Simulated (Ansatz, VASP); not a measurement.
# Cross-check of TiGe between VASP and Ansatz, part 2 of 2

One calculation is typed for both programs; each brings its own data sets and cutoff. How far apart do they land? The cell is invented: As first built, before any earlier steps moved the atoms (in the runner's words): it takes the ZrTi structure with some of its atoms replaced by other elements, volume scaled by an estimate. It may not be a known or stable phase. The cell is taken from a series of VASP runs on this material, whose earlier steps may have relaxed, scaled or displaced it; both programs get it as it stands.

VASP 6.6.1 and Ansatz 0.2.0.

So far. Step 3 (VASP: band structure, PBE): The run ends at a pressure of -0.48 GPa.

**6. Ansatz: band structure, LDA**

Level of this step: Ansatz beside VASP: Kohn-Sham DFT, plane waves, LDA (Ansatz).

The same cell, functional (in two slightly different forms), mesh and smearing now go to Ansatz, which takes its cutoff from its data sets.

The cell is taken from a series of VASP runs on this material, whose earlier steps may have relaxed, scaled or displaced it; both programs get it as it stands.

File input.yaml:

```yaml
crystal:
  lattice:
    - [2.8938546256, 0.0, 0.0]
    - [0.0, 2.8938546256, 0.0]
    - [0.0, 0.0, 3.8087727035]
  atoms:
    - { symbol: Ge, position: [0.5, 0.5, 0.5] }
    - { symbol: Ti, position: [0.0, 0.0, 0.0] }
hamiltonian:
  xc: lda
  pseudopotentials: { kind: paw }
kpoints:
  mp_grid: { grid: [5, 5, 4] }
  band_path:
    path:
      - [0.0, 0.0, 0.0]
      - [0.0, 0.13333, 0.0]
      - [0.0, 0.3, 0.0]
      - [0.0, 0.46667, 0.0]
      - [0.1, 0.5, 0.0]
      - [0.26667, 0.5, 0.0]
      - [0.43333, 0.5, 0.0]
      - [0.43333, 0.43333, 0.0]
      - [0.26667, 0.26667, 0.0]
      - [0.1, 0.1, 0.0]
      - [0.0, 0.0, 0.03333]
      - [0.0, 0.0, 0.2]
      - [0.0, 0.0, 0.36667]
      - [0.0, 0.0, 0.5]
      - [0.0, 0.16667, 0.5]
      - [0.0, 0.3, 0.5]
      - [0.0, 0.46667, 0.5]
      - [0.1, 0.5, 0.5]
      - [0.26667, 0.5, 0.5]
      - [0.43333, 0.5, 0.5]
      - [0.43333, 0.43333, 0.5]
      - [0.26667, 0.26667, 0.5]
      - [0.1, 0.1, 0.5]
      - [0.0, 0.5, 0.03333]
      - [0.0, 0.5, 0.2]
      - [0.0, 0.5, 0.36667]
      - [0.5, 0.5, 0.0]
      - [0.5, 0.5, 0.16667]
      - [0.5, 0.5, 0.33333]
      - [0.5, 0.5, 0.5]
    npoints: 1
scf:
  occupations: { method: gaussian, width: 0.02 }
  n_extra_bands: 7
output:
  forces: true
  stress: true
  eigenvalues: true
  write_density: true
  write_potential: true
  elf: true
  volumetric_format: npy
```

Run with:

```bash
$ ansatz run input.yaml --threads 2 --pin off --max-ram 4608MiB --backend cpu --events-out ev --progress --plain --runs-dir out
```

Numbers of over 12 decimals in the logs are rounded to 6 here.

Log:

```text
[...]
Crystal: 2 atoms, lattice volume = 31.896 Å³
Basis set: ecut = 420 eV, 625 PW (Γ)
Bands: 20, of which v1, the nominal top of the filled ones, is band 13 counted from 1 (12 counted from 0)
Symmetry: 16 space group operations
[...]
k-points: 18 of 100
[...]
k-point 0: bands = [... 9 lower, 1.8841, 12.1193, 12.6814, 12.9532, 15.8061, 15.8061, 16.7550, 18.6503, ... 3 higher]
  k-point 1: bands = [... 9 lower, 2.3956, 9.4332, 13.0453, 14.1842, 15.1404, 15.1404, 16.7609, 20.0199, ... 3 higher]
  k-point 2: bands = [... 9 lower, 3.1018, 7.7343, 13.1424, 14.6992, 14.6992, 14.7671, 16.7668, 21.5415, ... 3 higher]
  k-point 17: bands = [... 9 lower, 7.3106, 10.2461, 10.5024, 12.0022, 15.9165, 16.2191, 16.3155, 16.5648, ... 3 higher]
[key lines of the parts left out:]
SCF converged after 6 iterations
Free energy (F): -6666.941115 eV
Fermi energy:    14.187645 eV
P = ⅓ Tr σ = -8.6247 GPa (-86.247 kbar)
```

Wall time 1.3 s (2 threads of Intel Xeon Platinum 8488C (Sapphire Rapids), shared host); peak memory 0.31 GiB; 1.4 s of CPU time.

**7. Side by side**

What differs besides the data sets and the points named for the pairs above, as far as they apply: the two LDA forms differ slightly; Ansatz makes its cores anew for this functional, VASP keeps those of its PBE data sets; VASP's log shows a relativistic correction to its local exchange, Ansatz's none. Total energies have different zeros and are not compared.

Compared:

```tsv
quantity	Ansatz	VASP	difference
pressure (GPa)	-8.62	-8.82	+0.20
```

Levels from 3 eV below to 2 eV above the Fermi level differ by 7 meV r.m.s. and 20 meV at most; each VASP level is matched to the nearest of Ansatz, which flatters the figure a little. Ansatz's pressure holds a Pulay correction of 0.04 GPa; VASP's holds none.

**8. VASP: band structure, r2SCAN**

With cell and atoms fixed, the geometry can't cause a difference; cores, projectors, grids and the points listed under the comparison can.

File INCAR:

```
SYSTEM = TiGe
PREC = Accurate
ENCUT = 410
EDIFF = 1E-06
NELM = 100
ISMEAR = 0
SIGMA = 0.02
LREAL = .FALSE.
ALGO = Normal
METAGGA = R2SCAN
LASPH = .TRUE.
NBANDS = 25
LORBIT = 11
LWAVE = .FALSE.
LCHARG = .FALSE.
KPAR = 4
```

File POSCAR:

```
TiGe
1.0
    2.8938546256      0.0000000000      0.0000000000
    0.0000000000      2.8938546256      0.0000000000
    0.0000000000      0.0000000000      3.8087727035
Ge Ti
1 1
Direct
    0.5000000000      0.5000000000      0.5000000000
    0.0000000000      0.0000000000      0.0000000000
```

File KPOINTS:

```
Automatic mesh
0
Gamma
5 5 4
0 0 0
```

File KPOINTS_OPT:

```
Line mode
16
Line-mode
Reciprocal
  0.00000000   0.00000000   0.00000000 GAMMA
  0.00000000   0.50000000   0.00000000 X

  0.00000000   0.50000000   0.00000000 X
  0.50000000   0.50000000   0.00000000 M

  0.50000000   0.50000000   0.00000000 M
  0.00000000   0.00000000   0.00000000 GAMMA

  0.00000000   0.00000000   0.00000000 GAMMA
  0.00000000   0.00000000   0.50000000 Z

  0.00000000   0.00000000   0.50000000 Z
  0.00000000   0.50000000   0.50000000 R

  0.00000000   0.50000000   0.50000000 R
  0.50000000   0.50000000   0.50000000 A

  0.50000000   0.50000000   0.50000000 A
  0.00000000   0.00000000   0.50000000 Z

  0.00000000   0.50000000   0.00000000 X
  0.00000000   0.50000000   0.50000000 R

  0.50000000   0.50000000   0.00000000 M
  0.50000000   0.50000000   0.50000000 A
```

PAW data sets: Ge_d and Ti_sv (PBE family, release 64).

Run with:

```bash
$ mpirun -np 4 vasp_std
```

Log:

```text
[banner, memory and clock lines left out]
running    4 mpi-ranks, on    1 nodes
[...]
[... a notice as in an earlier step ...]

 LDA part: xc-table for (None), standard interpolation
 POSCAR, INCAR and KPOINTS ok, starting setup
[...]
entering main loop
       N       E                     dE             d eps       ncg     rms          rms(c)
DAV:   1     0.174252656810E+03    0.17425E+03   -0.10840E+04  1133   0.221E+03
DAV:   2    -0.122689650896E+02   -0.18652E+03   -0.17781E+03   940   0.437E+02
DAV:   3    -0.327839671880E+02   -0.20515E+02   -0.20234E+02   997   0.108E+02
DAV:   4    -0.334430393052E+02   -0.65907E+00   -0.65687E+00  1056   0.200E+01
[...]
DAV:  12    -0.276479307757E+02    0.96495E-06   -0.25693E-05  1207   0.379E-02    0.693E-03
DAV:  13    -0.276479336664E+02   -0.28907E-05   -0.30107E-06   925   0.175E-02    0.283E-03
DAV:  14    -0.276479340927E+02   -0.42625E-06   -0.41299E-07   513   0.533E-03
   1 F= -.27647934E+02 E0= -.27647707E+02  d E =-.453908E-03
 Start KPOINTS_OPT (optional k-point list driver)
k-point batch [1-18\144]
       N       E                     dE             ncg
DAV:   1    -0.297464262891E+04   -0.10497E+05     1077
DAV:   2    -0.641248865941E+04   -0.34378E+04      908
DAV:   3    -0.677724415079E+04   -0.36476E+03     1033
DAV:   4    -0.678752063540E+04   -0.10276E+02     1072
DAV:   5    -0.678774943350E+04   -0.22880E+00     1071
DAV:   6    -0.678775623493E+04   -0.68014E-02     1083
DAV:   7    -0.678775652812E+04   -0.29319E-03     1055
DAV:   8    -0.678775654039E+04   -0.12269E-04     1075
DAV:   9    -0.678775654098E+04   -0.59178E-06      687
[...]
k-point batch [127-144\144]
       N       E                     dE             ncg
DAV:   1    -0.300123109072E+04   -0.23391E+05     1098
DAV:   2    -0.635659835795E+04   -0.33554E+04      911
DAV:   3    -0.670321023658E+04   -0.34661E+03     1014
DAV:   4    -0.671239732001E+04   -0.91871E+01     1066
DAV:   5    -0.671258740305E+04   -0.19008E+00     1061
DAV:   6    -0.671259196210E+04   -0.45591E-02     1073
DAV:   7    -0.671259215289E+04   -0.19079E-03     1078
DAV:   8    -0.671259215919E+04   -0.63043E-05      867
DAV:   9    -0.671259215952E+04   -0.32697E-06      632
```

From OUTCAR (step 8):

```text
  Total       -0.5782822     -0.5782822     -0.3034600      0.0000000     -0.0000000      0.0000000
  in kB      -29.0477104    -29.0477104    -15.2431078      0.0000000     -0.0000000      0.0000000
  external PRESSURE =     -24.4461762 kB  Pullay stress =       0.0000000 kB

  FREE ENERGIE OF THE ION-ELECTRON SYSTEM (eV)
  ---------------------------------------------------
  free  energy   TOTEN  =       -27.6479340927 eV

  energy  without entropy=      -27.6474801844  energy(sigma->0) =      -27.64770714

[... 3 parts as in an earlier step ...]

[... 1 further part left out ...]
[key lines of the parts left out:]
E-fermi :   9.2244
```

At this level the cell is under a tension of 2.4 GPa, so at these settings it is away from equilibrium.

**9. Ansatz: band structure, r2SCAN**

The same cell, functional, mesh and smearing now go to Ansatz, which takes its cutoff from its data sets.

The cell is taken from a series of VASP runs on this material, whose earlier steps may have relaxed, scaled or displaced it; both programs get it as it stands.

Changes to input.yaml since step 6:

```diff
@@ -9,3 +9,3 @@
 hamiltonian:
-  xc: lda
+  xc: r2scan
   pseudopotentials: { kind: paw }
@@ -53,5 +53 @@
   eigenvalues: true
-  write_density: true
-  write_potential: true
-  elf: true
-  volumetric_format: npy
```

Run with:

```bash
$ ansatz run input.yaml --threads 2 --pin off --max-ram 4608MiB --backend cpu --events-out ev --progress --plain --runs-dir out
```

Log:

```text
[...]
Crystal: 2 atoms, lattice volume = 31.896 Å³
Basis set: ecut = 500 eV, 821 PW (Γ), exchange–correlation on 96×96×120 points (64 copies of the dense FFT grid, shifted against one another)
Bands: 20, of which v1, the nominal top of the filled ones, is band 13 counted from 1 (12 counted from 0)
Symmetry: 16 space group operations
[...]
k-points: 18 of 100
[...]
k-point 0: bands = [... 9 lower, 1.5152, 12.3397, 12.7588, 13.0652, 16.4006, 16.4006, 17.5604, 19.2612, ... 3 higher]
  k-point 1: bands = [... 9 lower, 2.0543, 9.3804, 13.1674, 14.5678, 15.6906, 15.6906, 17.5671, 20.7031, ... 3 higher]
  k-point 2: bands = [... 9 lower, 2.8039, 7.5791, 13.2754, 15.2261, 15.2261, 15.2331, 17.5738, 22.2867, ... 3 higher]
  k-point 17: bands = [... 9 lower, 7.3664, 10.3247, 10.6766, 12.3182, 16.4435, 16.5941, 16.6584, 17.0260, ... 3 higher]
[key lines of the parts left out:]
SCF converged after 7 iterations
Free energy (F): -6808.107862 eV
Fermi energy:    14.474183 eV
P = ⅓ Tr σ = -2.1496 GPa (-21.496 kbar)
```

Elapsed: 2.5 s, on 2 threads; peak memory 0.43 GiB.

**10. Comparison**

What differs besides the data sets and the points named for the pairs above, as far as they apply: VASP keeps PBE cores, Ansatz makes them for the functional; the cutoff is 500 eV in Ansatz and 410 eV in VASP. Total energies have different zeros and are not compared.

Both answers:

```tsv
quantity	Ansatz	VASP	difference
pressure (GPa)	-2.15	-2.44	+0.29
pressure without Ansatz's Pulay correction (GPa)	-2.24	-2.44	+0.21
```

Levels from 3 eV below to 2 eV above the Fermi level differ by 4 meV r.m.s. and 10 meV at most; each VASP level is matched to the nearest of Ansatz, which flatters the figure a little. Ansatz's pressure holds a Pulay correction of 0.09 GPa; VASP's holds none.

**11. Results**

```yaml
r_m_s_difference_of_levels_near_the_fermi_level_band_structure_pbe: 7.1 meV
r_m_s_difference_of_levels_near_the_fermi_level_band_structure_lda: 6.9 meV
r_m_s_difference_of_levels_near_the_fermi_level_band_structure_r2scan: 3.8 meV
```

**Reading.** The r.m.s. difference of levels near the Fermi level is 7.1 meV (band structure, PBE), within the 80 meV picked in this series as the mark of a large difference. 2 further runs of this series are not shown here. How closely two codes agree says nothing of how well the functional describes the real material.

[Lines on the potential files, build, host, timing and source positions are cut from VASP's logs without a mark.]

[Logs are printed without paths, hosts, clocks, repeated set-up lines and the standing remarks that a program may print on its own settings, such as how far it seeks lower states.]

[Hosts, paths, dates, database ids (printed as entryN), source tags and the programs' standing remarks are cut or masked in the printed files.]
